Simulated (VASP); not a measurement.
All values below come from PBEsol GGA, VASP's PBE PAW potentials (set 64) (plane waves; VASP 6.6.1).

Input for VASP

**KPOINTS**
```
Automatic mesh
0
Gamma
12 12 12
0 0 0
```

**POSCAR**
```
Pb
1
   -0.0000000000     2.4642490730     2.4642490730
    2.4642490730     0.0000000000     2.4642490730
    2.4642490730     2.4642490730     0.0000000000
Pb
1
Direct
  0.0000000000   0.0000000000   0.0000000000
```

**INCAR**
```
ALGO = Normal
EDIFF = 1E-8
EDIFFG = -0.001
ENCUT = 400
GGA = PS
IBRION = 1
ISIF = 2
ISMEAR = 1
LASPH = .TRUE.
LCHARG = .FALSE.
LMAXMIX = 4
LREAL = .FALSE.
LWAVE = .FALSE.
NELM = 100
NSW = 30
PREC = Accurate
SIGMA = 0.1
SYSTEM = Pb
```

POTCAR, in this order: Pb_d (PBE.64 set). Program: vasp_std.

The resulting files:

### OSZICAR
```
       N       E                     dE             d eps       ncg     rms          rms(c)
DAV:   1     0.919274977526E+02    0.91927E+02   -0.63422E+03  1623   0.125E+03
DAV:   2     0.957104597412E-01   -0.91832E+02   -0.89989E+02  1638   0.303E+02
DAV:   3    -0.390497913496E+01   -0.40007E+01   -0.39447E+01  1901   0.744E+01
DAV:   4    -0.399630654033E+01   -0.91327E-01   -0.91304E-01  1904   0.122E+01
DAV:   5    -0.400006886166E+01   -0.37623E-02   -0.37622E-02  2034   0.217E+00    0.588E-01
DAV:   6    -0.398652469142E+01    0.13544E-01   -0.20483E-02  1893   0.280E+00    0.275E-01
DAV:   7    -0.398318448054E+01    0.33402E-02   -0.81896E-03  1893   0.164E+00    0.883E-02
DAV:   8    -0.398296246098E+01    0.22202E-03   -0.34752E-04  2216   0.381E-01    0.935E-03
DAV:   9    -0.398296026590E+01    0.21951E-05   -0.75685E-06  1971   0.549E-02    0.429E-03
DAV:  10    -0.398295995640E+01    0.30950E-06   -0.46512E-07  1754   0.718E-03    0.117E-04
DAV:  11    -0.398295994095E+01    0.15449E-07   -0.89080E-09  1208   0.138E-03    0.664E-05
DAV:  12    -0.398295994264E+01   -0.16876E-08   -0.17391E-09   948   0.604E-04
   1 F= -.39829599E+01 E0= -.39825881E+01  d E =-.398296E+01
```

**OUTCAR**
```
------------------------ aborting loop because EDIFF is reached ----------------------------------------
  FORCE on cell =-STRESS in cart. coord.  units (eV):
  Direction    XX          YY          ZZ          XY          YZ          ZX
  --------------------------------------------------------------------------------------
  Total        0.0727417      0.0727417      0.0727417      0.0000000      0.0000000      0.0000000
  in kB        3.8941299      3.8941299      3.8941299      0.0000000      0.0000000      0.0000000
  external PRESSURE =       3.8941299 kB  Pullay stress =       0.0000000 kB
  volume of cell :       29.93
      direct lattice vectors                 reciprocal lattice vectors
     0.000000000  2.464249073  2.464249073    -0.202901568  0.202901568  0.202901568
     2.464249073  0.000000000  2.464249073     0.202901568 -0.202901568  0.202901568
     2.464249073  2.464249073  0.000000000     0.202901568  0.202901568 -0.202901568
 POSITION                                       TOTAL-FORCE (eV/Angst)
 -----------------------------------------------------------------------------------
      0.00000      0.00000      0.00000        -0.000000      0.000000     -0.000000
 -----------------------------------------------------------------------------------
    total drift:                                0.000000     -0.000000     -0.000000
  FREE ENERGIE OF THE ION-ELECTRON SYSTEM (eV)
  ---------------------------------------------------
  free  energy   TOTEN  =        -3.9829599426 eV

  energy  without entropy=       -3.9818445635  energy(sigma->0) =       -3.98258815

 reached required accuracy - stopping structural energy minimisation
```
(Selected blocks of OUTCAR.)

The compound is Pb in the fcc structure. It was relaxed first. The start is the result of an earlier pass.
